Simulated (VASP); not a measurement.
Method: LDA (Ceperley-Alder, Perdew-Zunger), VASP's LDA PAW potentials (set 64) (plane waves; VASP).

A VASP calculation is set up with these files.

INCAR:
```
SYSTEM = BaTiO3
PREC = Accurate
ENCUT = 520
EDIFF = 1E-6
NELM = 100
ALGO = Normal
LREAL = .FALSE.
LASPH = .TRUE.
ISMEAR = 0
SIGMA = 0.05
LMAXMIX = 4
LWAVE = .FALSE.
LCHARG = .FALSE.
IBRION = 2
ISIF = 3
NSW = 60
EDIFFG = -0.02
```

File POSCAR:
```
BaTiO3
1.0
  3.9303745235   0.0000000000   0.0000000000
  0.0000000000   3.9303745235   0.0000000000
  0.0000000000   0.0000000000   4.0403465684
Ba Ti O
1 1 3
direct
  0.5000000000   0.5000000000   0.5829205493
  0.0000000000   1.0000000000   0.0983853439
  1.0000000000   0.5000000000   0.0630053023
  0.5000000000   1.0000000000   0.0630053023
  0.0000000000   0.0000000000   0.5526735022
```

File KPOINTS:
```
Regular mesh
0
G
5 5 5
```

POTCAR, in this order: Ba_sv Ti_sv O (LDA.64 set). Program: vasp_std.

What VASP printed:

OSZICAR:
```
       N       E                     dE             d eps       ncg     rms          rms(c)
DAV:   1     0.433657084328E+03    0.43366E+03   -0.20014E+04   864   0.176E+03
DAV:   2    -0.902879485401E+01   -0.44269E+03   -0.43437E+03  1048   0.482E+02
DAV:   3    -0.527957732686E+02   -0.43767E+02   -0.42649E+02  1264   0.145E+02
DAV:   4    -0.544896285015E+02   -0.16939E+01   -0.16927E+01  1216   0.269E+01
DAV:   5    -0.545163886402E+02   -0.26760E-01   -0.26759E-01  1216   0.300E+00    0.243E+01
DAV:   6    -0.444472954516E+02    0.10069E+02   -0.72694E+01  1344   0.792E+01    0.105E+01
DAV:   7    -0.443459914925E+02    0.10130E+00   -0.11753E+01  1160   0.262E+01    0.710E+00
DAV:   8    -0.441656771132E+02    0.18031E+00   -0.12517E+00  1176   0.113E+01    0.245E+00
DAV:   9    -0.441707852405E+02   -0.51081E-02   -0.18907E-01  1048   0.317E+00    0.103E+00
DAV:  10    -0.441608897318E+02    0.98955E-02   -0.86880E-02  1176   0.287E+00    0.422E-01
DAV:  11    -0.441593138271E+02    0.15759E-02   -0.14202E-02  1232   0.853E-01    0.106E-01
DAV:  12    -0.441591670995E+02    0.14673E-03   -0.10467E-03  1104   0.315E-01    0.343E-02
DAV:  13    -0.441591619630E+02    0.51365E-05   -0.39254E-04  1168   0.194E-01    0.370E-02
DAV:  14    -0.441591440227E+02    0.17940E-04   -0.94885E-05  1088   0.723E-02    0.773E-03
DAV:  15    -0.441591438770E+02    0.14570E-06   -0.91446E-06  1168   0.218E-02
   1 F= -.44159144E+02 E0= -.44159144E+02  d E =-.441591E+02
       N       E                     dE             d eps       ncg     rms          rms(c)
DAV:   1    -0.441603312626E+02   -0.11872E-02   -0.20010E-01  1008   0.560E+00    0.256E-01
DAV:   2    -0.441607608356E+02   -0.42957E-03   -0.18138E-02   896   0.102E+00    0.156E-01
DAV:   3    -0.441603343986E+02    0.42644E-03   -0.13507E-03  1152   0.280E-01    0.675E-02
DAV:   4    -0.441602420059E+02    0.92393E-04   -0.38051E-04  1312   0.176E-01    0.362E-02
DAV:   5    -0.441602330648E+02    0.89411E-05   -0.51720E-05  1136   0.707E-02    0.121E-02
DAV:   6    -0.441602328197E+02    0.24512E-06   -0.57778E-06  1064   0.198E-02
   2 F= -.44160233E+02 E0= -.44160233E+02  d E =-.108894E-02
       N       E                     dE             d eps       ncg     rms          rms(c)
DAV:   1    -0.441625617312E+02   -0.23287E-02   -0.18106E+00  1008   0.169E+01    0.776E-01
DAV:   2    -0.441664358935E+02   -0.38742E-02   -0.16265E-01   896   0.306E+00    0.468E-01
DAV:   3    -0.441625749899E+02    0.38609E-02   -0.12063E-02  1176   0.848E-01    0.204E-01
DAV:   4    -0.441617288495E+02    0.84614E-03   -0.35181E-03  1296   0.532E-01    0.108E-01
DAV:   5    -0.441616512512E+02    0.77598E-04   -0.47081E-04  1128   0.212E-01    0.370E-02
DAV:   6    -0.441616496109E+02    0.16403E-05   -0.53748E-05  1264   0.601E-02    0.183E-02
DAV:   7    -0.441616494838E+02    0.12709E-06   -0.86140E-06  1040   0.260E-02
   3 F= -.44161649E+02 E0= -.44161649E+02  d E =-.250561E-02
       N       E                     dE             d eps       ncg     rms          rms(c)
DAV:   1    -0.441596613883E+02    0.19882E-02   -0.50871E-01   984   0.822E+00    0.201E-01
DAV:   2    -0.441623996412E+02   -0.27383E-02   -0.36431E-02   952   0.137E+00    0.154E-01
DAV:   3    -0.441623330531E+02    0.66588E-04   -0.18911E-03  1200   0.328E-01    0.801E-02
DAV:   4    -0.441622764107E+02    0.56642E-04   -0.27955E-04  1280   0.159E-01    0.465E-02
DAV:   5    -0.441622690898E+02    0.73209E-05   -0.67452E-05  1176   0.660E-02    0.175E-02
DAV:   6    -0.441622697245E+02   -0.63467E-06   -0.44955E-06  1112   0.176E-02
   4 F= -.44162270E+02 E0= -.44162270E+02  d E =-.620241E-03
       N       E                     dE             d eps       ncg     rms          rms(c)
DAV:   1    -0.441622073036E+02    0.61786E-04   -0.13842E-02   984   0.136E+00    0.323E-02
DAV:   2    -0.441622826144E+02   -0.75311E-04   -0.99219E-04   960   0.225E-01    0.245E-02
DAV:   3    -0.441622807235E+02    0.18909E-05   -0.49027E-05  1184   0.533E-02    0.126E-02
DAV:   4    -0.441622792780E+02    0.14455E-05   -0.75169E-06  1168   0.260E-02    0.768E-03
DAV:   5    -0.441622790547E+02    0.22331E-06   -0.16225E-06   552   0.111E-02
   5 F= -.44162279E+02 E0= -.44162279E+02  d E =-.629571E-03
       N       E                     dE             d eps       ncg     rms          rms(c)
DAV:   1    -0.441631849453E+02   -0.90567E-03   -0.74479E-02  1016   0.230E+00    0.244E-01
DAV:   2    -0.441624831905E+02    0.70175E-03   -0.39007E-03  1096   0.575E-01    0.903E-02
DAV:   3    -0.441623595460E+02    0.12364E-03   -0.10259E-03  1104   0.196E-01    0.337E-02
DAV:   4    -0.441623466975E+02    0.12849E-04   -0.17901E-04  1344   0.933E-02    0.203E-02
DAV:   5    -0.441623512998E+02   -0.46023E-05   -0.19923E-05  1296   0.349E-02    0.122E-02
DAV:   6    -0.441623552266E+02   -0.39268E-05   -0.11717E-05  1264   0.191E-02    0.880E-03
DAV:   7    -0.441623565998E+02   -0.13732E-05   -0.21617E-06   912   0.994E-03    0.391E-03
DAV:   8    -0.441623568492E+02   -0.24936E-06   -0.57245E-07   448   0.589E-03
   6 F= -.44162357E+02 E0= -.44162357E+02  d E =-.777945E-04
```

File OUTCAR:
```
------------------------ aborting loop because EDIFF is reached ----------------------------------------
  FORCE on cell =-STRESS in cart. coord.  units (eV):
  Direction    XX          YY          ZZ          XY          YZ          ZX
  --------------------------------------------------------------------------------------
  Total        0.0846832      0.0846832      0.0619694      0.0000000      0.0000000      0.0000000
  in kB        2.1870829      2.1870829      1.6004617      0.0000000      0.0000000      0.0000000
  external PRESSURE =       1.9915425 kB  Pullay stress =       0.0000000 kB
  volume of cell :       62.04
      direct lattice vectors                 reciprocal lattice vectors
     3.939907207  0.000000000  0.000000000     0.253813084  0.000000000  0.000000000
     0.000000000  3.939907207 -0.000000000     0.000000000  0.253813084 -0.000000000
     0.000000000  0.000000000  3.996414732     0.000000000  0.000000000  0.250224280
 POSITION                                       TOTAL-FORCE (eV/Angst)
 -----------------------------------------------------------------------------------
      1.96995      1.96995      2.31652        -0.000000     -0.000000     -0.013748
      0.00000      0.00000      0.37026        -0.000000      0.000000      0.002875
      3.93991      1.96995      0.26005         0.000000      0.000000      0.006156
      1.96995      0.00000      0.26005        -0.000000      0.000000      0.006156
      0.00000      0.00000      2.22821        -0.000000     -0.000000     -0.001439
 -----------------------------------------------------------------------------------
    total drift:                                0.000000      0.000000     -0.000556
  FREE ENERGIE OF THE ION-ELECTRON SYSTEM (eV)
  ---------------------------------------------------
  free  energy   TOTEN  =       -44.1623568492 eV

  energy  without entropy=      -44.1623568492  energy(sigma->0) =      -44.16235685

 reached required accuracy - stopping structural energy minimisation
```
(Selected blocks of OUTCAR.)

CONTCAR:
```
BaTiO3
   1.00000000000000
     3.9399072067072574    0.0000000000000000    0.0000000000000000
     0.0000000000000000    3.9399072067072574   -0.0000000000000000
     0.0000000000000000    0.0000000000000000    3.9964147318634367
  Ba              Ti              O
     1     1     3
Direct
     0.5000000000000000    0.5000000000000000    0.5796492424715949
     0.0000000000000000    0.0000000000000000    0.0926476558526864
     1.0000000000000000    0.5000000000000000    0.0650708885372645
     0.5000000000000000    0.0000000000000000    0.0650708885372645
     0.0000000000000000    0.0000000000000000    0.5575513246011859
```

The structure comes from a computed database's BaTiO3 entry (P4mm); how it stands against other phases isn't given here. This run relaxes it. Symmetry was kept, so distortions that lower it aren't found. The start is the result of an earlier pass.
